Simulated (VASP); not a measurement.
Output of a VASP run:

File OSZICAR:
```
...
  13 F= -.36910471E+01 E0= -.36906709E+01  d E =-.666240E-02
       N       E                     dE             d eps       ncg     rms          rms(c)
DAV:   1    -0.888034020541E+01    0.73169E-02   -0.18513E-02   629   0.747E-01    0.110E-01
DAV:   2    -0.888028126518E+01    0.58940E-04   -0.60551E-04   664   0.160E-01    0.487E-02
DAV:   3    -0.888023150129E+01    0.49764E-04   -0.65595E-05   684   0.463E-02    0.209E-02
DAV:   4    -0.888022649991E+01    0.50014E-05   -0.78068E-06   689   0.159E-02    0.280E-02
DAV:   5    -0.888022546053E+01    0.10394E-05   -0.12469E-06   649   0.851E-03    0.319E-02
DAV:   6    -0.888022530295E+01    0.15758E-06   -0.16579E-06   634   0.711E-03    0.875E-04
DAV:   7    -0.888022530629E+01   -0.33351E-08   -0.66627E-08   317   0.180E-03
  14 F= -.36911809E+01 E0= -.36908112E+01  d E =-.679621E-02
       N       E                     dE             d eps       ncg     rms          rms(c)
DAV:   1    -0.891802736837E+01   -0.37802E-01   -0.13894E-01   649   0.212E+00    0.619E-01
DAV:   2    -0.891761300720E+01    0.41436E-03   -0.54508E-03   669   0.461E-01    0.183E-01
DAV:   3    -0.891724770287E+01    0.36530E-03   -0.24943E-04   709   0.102E-01    0.820E-02
DAV:   4    -0.891703966216E+01    0.20804E-03   -0.33867E-04   634   0.961E-02    0.104E-01
DAV:   5    -0.891704042993E+01   -0.76778E-06   -0.13235E-05   692   0.251E-02    0.443E-02
DAV:   6    -0.891704043291E+01   -0.29745E-08   -0.16370E-06   660   0.779E-03    0.106E-02
DAV:   7    -0.891704085223E+01   -0.41933E-06   -0.90147E-08   336   0.212E-03    0.439E-03
DAV:   8    -0.891704104177E+01   -0.18953E-06   -0.92959E-09   312   0.791E-04    0.462E-04
DAV:   9    -0.891704101897E+01    0.22796E-07   -0.23426E-09   312   0.382E-04
  15 F= -.36892865E+01 E0= -.36889157E+01  d E =0.189439E-02
       N       E                     dE             d eps       ncg     rms          rms(c)
DAV:   1    -0.888858707371E+01    0.28454E-01   -0.90081E-02   654   0.171E+00    0.497E-01
DAV:   2    -0.888832494223E+01    0.26213E-03   -0.34549E-03   669   0.369E-01    0.145E-01
DAV:   3    -0.888810464043E+01    0.22030E-03   -0.15925E-04   719   0.815E-02    0.644E-02
DAV:   4    -0.888799148954E+01    0.11315E-03   -0.20955E-04   634   0.757E-02    0.820E-02
DAV:   5    -0.888799111357E+01    0.37597E-06   -0.85928E-06   692   0.201E-02    0.332E-02
DAV:   6    -0.888799088441E+01    0.22916E-06   -0.98619E-07   660   0.608E-03    0.840E-03
DAV:   7    -0.888799053870E+01    0.34571E-06   -0.52117E-08   312   0.164E-03    0.333E-03
DAV:   8    -0.888799039190E+01    0.14680E-06   -0.61284E-09   312   0.632E-04    0.424E-04
DAV:   9    -0.888799041564E+01   -0.23745E-07   -0.15972E-09   312   0.315E-04
  16 F= -.36913028E+01 E0= -.36909331E+01  d E =-.121883E-03
       N       E                     dE             d eps       ncg     rms          rms(c)
DAV:   1    -0.889242211383E+01   -0.44317E-02   -0.54214E-03   629   0.407E-01    0.442E-02
DAV:   2    -0.889239774168E+01    0.24372E-04   -0.15079E-04   674   0.808E-02    0.328E-02
DAV:   3    -0.889238026452E+01    0.17477E-04   -0.21952E-05   659   0.268E-02    0.970E-03
DAV:   4    -0.889237821167E+01    0.20529E-05   -0.42011E-06   694   0.115E-02    0.177E-02
DAV:   5    -0.889237848550E+01   -0.27383E-06   -0.20094E-07   427   0.340E-03    0.185E-03
DAV:   6    -0.889237845418E+01    0.31322E-07   -0.10037E-07   312   0.217E-03
  17 F= -.36913807E+01 E0= -.36910109E+01  d E =-.779370E-04
```

**OUTCAR**
```
------------------------ aborting loop because EDIFF is reached ----------------------------------------
  FORCE on cell =-STRESS in cart. coord.  units (eV):
  Direction    XX          YY          ZZ          XY          YZ          ZX
  --------------------------------------------------------------------------------------
  Total        5.1918839      5.1918803      5.1830567      0.0000000      0.0000000      0.0000000
  in kB       99.8247675     99.8246982     99.6550459      0.0000000      0.0000000      0.0000000
  external PRESSURE =      -0.2318295 kB  Pullay stress =     100.0000000 kB
  volume of cell :       83.33
      direct lattice vectors                 reciprocal lattice vectors
     1.986253426 -3.440290658 -0.000000000     0.251730214 -0.145336557  0.000000000
     1.986253426  3.440290658  0.000000000     0.251730214  0.145336557 -0.000000000
     0.000000000  0.000000000  6.097298489     0.000000000 -0.000000000  0.164007060
 POSITION                                       TOTAL-FORCE (eV/Angst)
 -----------------------------------------------------------------------------------
      2.59394     -2.38775      4.06487         0.004784      0.008286      0.000000
      2.75714      0.00000     -0.00000        -0.009568     -0.000000      0.000000
      2.59394      2.38775      2.03243         0.004784     -0.008286     -0.000000
 -----------------------------------------------------------------------------------
    total drift:                               -0.000193     -0.000374      0.000018
  FREE ENERGIE OF THE ION-ELECTRON SYSTEM (eV)
  ---------------------------------------------------
  free  energy   TOTEN  =        -8.8923784542 eV

  energy  without entropy=       -8.8916388994  energy(sigma->0) =       -8.89200868
  enthalpy is  TOTEN    =        -3.6913807153 eV   P V=        5.2009977389

 reached required accuracy - stopping structural energy minimisation
```
(Selected blocks of OUTCAR.)

File POSCAR:
```
Te
1
    2.2671593274    -3.9268348283     0.0000000000
    2.2671593274     3.9268348283    -0.0000000000
   -0.0000000000     0.0000000000     5.9565982765
Te
3
Direct
  1.0000000000   0.2663042007   0.6666670000
  0.7336957993   0.7336957993   0.0000000000
  0.2663042007   1.0000000000   0.3333330000
```

Question: Write an INCAR and KPOINTS that could have produced this output.

Answer: This is not unique; one that fits is the input of the run itself, PBE GGA, plane waves, VASP's PBE PAW potentials (set 64).

**INCAR**
```
# general
SYSTEM  = Te
PREC    = Accurate
ENCUT   = 480
LREAL   = F
LASPH   = T

# electronic loop
EDIFF   = 1E-7
NELM    = 100
ALGO    = Normal
LMAXMIX = 4

# smearing
ISMEAR  = 0
SIGMA   = 0.05

# functional
GGA     = PE

# ions
IBRION  = 2
NSW     = 40
ISIF    = 3
EDIFFG  = -0.01
PSTRESS = 100

# output
LWAVE   = F
LCHARG  = F
```

**KPOINTS**
```
Automatic
0
gamma
 6 6 4
```

POTCAR, in this order: Te (PBE.64 set). Program: vasp_std.

Energy and stress use the plane-wave basis of the starting cell.

The compound is Te in the trig structure. This run relaxes it under an external pressure of 10 GPa. Symmetry was kept, so distortions that lower it aren't found. The k-mesh is coarse (spacing up to 0.30 per Å, 2π included), so the numbers may not be converged in it.
